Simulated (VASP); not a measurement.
Level of theory: PBE GGA with D4 dispersion, VASP's PBE PAW potentials (set 64) (plane waves; VASP).

VASP ran on this input.

INCAR:
```
# general
SYSTEM=MgO
PREC  =Accurate
ENCUT =520   # plane-wave cut-off (eV)
LREAL =.FALSE.   # projection in real space or not
LASPH =.TRUE.   # aspherical one-centre terms
ICHARG=11   # fixed density

# electronic loop
EDIFF =1E-7   # SCF stop (eV)
NELM  =100
ALGO  =Normal   # blocked Davidson

# smearing
ISMEAR=0   # Gaussian
SIGMA =0.05   # width (eV)

# functional
GGA   =PE   # PBE
IVDW  =13   # D4

# output
LWAVE =.FALSE.
LCHARG=.FALSE.
LORBIT=11
```

KPOINTS:
```
k-points along high-symmetry lines
15
Line-mode
Reciprocal
  0.000000   0.000000   0.000000 ! GAMMA
  0.500000   0.000000   0.500000 ! X

  0.500000   0.000000   0.500000 ! X
  0.625000   0.250000   0.625000 ! U

  0.375000   0.375000   0.750000 ! K
  0.000000   0.000000   0.000000 ! GAMMA

  0.000000   0.000000   0.000000 ! GAMMA
  0.500000   0.500000   0.500000 ! L

  0.500000   0.500000   0.500000 ! L
  0.500000   0.250000   0.750000 ! W

  0.500000   0.250000   0.750000 ! W
  0.500000   0.000000   0.500000 ! X
```

### POSCAR
```
MgO
1
    0.0000000000     2.1096425845     2.1096425845
    2.1096425845     0.0000000000     2.1096425845
    2.1096425845     2.1096425845    -0.0000000000
Mg O
1 1
Direct
  0.0000000000   0.0000000000   0.0000000000
  0.5000000000   0.5000000000   0.5000000000
```

POTCAR, in this order: Mg O (PBE.64 set). Program: vasp_std. Read from the step before: CHGCAR.

The run wrote:

File OSZICAR:
```
       N       E                     dE             d eps       ncg     rms          rms(c)
DAV:   1     0.143730765306E+02    0.14373E+02   -0.46220E+03  1656   0.866E+02
DAV:   2    -0.106369263444E+02   -0.25010E+02   -0.23843E+02  1840   0.131E+02
DAV:   3    -0.109795363722E+02   -0.34261E+00   -0.34261E+00  1656   0.175E+01
DAV:   4    -0.109801643388E+02   -0.62797E-03   -0.62797E-03  1928   0.745E-01
DAV:   5    -0.109801650300E+02   -0.69120E-06   -0.69119E-06  1792   0.192E-02
DAV:   6    -0.109801650306E+02   -0.56843E-09   -0.67770E-09  1992   0.520E-04
   1 F= -.11309736E+02 E0= -.11309736E+02  d E =-.141970E-19
```

OUTCAR:
```
 val. band max:        3.1484134476   @ k =   0.0000   0.0000   0.0000

 cond. band min:       7.8250249275   @ k =   0.0000   0.0000   0.0000



 k-point     1 :       0.0000    0.0000    0.0000
  band No.  band energies     occupation
      1     -14.0888      2.00000
      2       3.1484      2.00000
      3       3.1484      2.00000
      4       3.1484      2.00000
      5       7.8250      0.00000
      6      18.9192      0.00000
      7      18.9192      0.00000
      8      18.9192      0.00000

 k-point     2 :       0.0357    0.0000    0.0357
  band No.  band energies     occupation
      1     -14.0707      2.00000
      2       3.0405      2.00000
      3       3.1281      2.00000
      4       3.1281      2.00000
      5       7.9472      0.00000
      6      18.6189      0.00000
      7      18.9639      0.00000
      8      18.9639      0.00000

 k-point     3 :       0.0714    0.0000    0.0714
  band No.  band energies     occupation
      1     -14.0171      2.00000
      2       2.7495      2.00000
      3       3.0687      2.00000
      4       3.0687      2.00000
      5       8.2815      0.00000
      6      17.9378      0.00000
      7      19.0946      0.00000
      8      19.0946      0.00000

 k-point     4 :       0.1071    0.0000    0.1071
  band No.  band energies     occupation
      1     -13.9302      2.00000
      2       2.3431      2.00000
      3       2.9752      2.00000
      4       2.9752      2.00000
      5       8.7614      0.00000
      6      17.1428      0.00000
      7      19.3012      0.00000
      8      19.3012      0.00000

 k-point     5 :       0.1429    0.0000    0.1429
  band No.  band energies     occupation
      1     -13.8137      2.00000
      2       1.8821      2.00000
      3       2.8546      2.00000
      4       2.8546      2.00000
      5       9.3267      0.00000
      6      16.3488      0.00000
      7      19.5689      0.00000
      8      19.5689      0.00000
...
```

The density is held fixed in this step, so its total energy and stress have no physical meaning.

The compound is MgO in the rock salt structure. It was relaxed first.
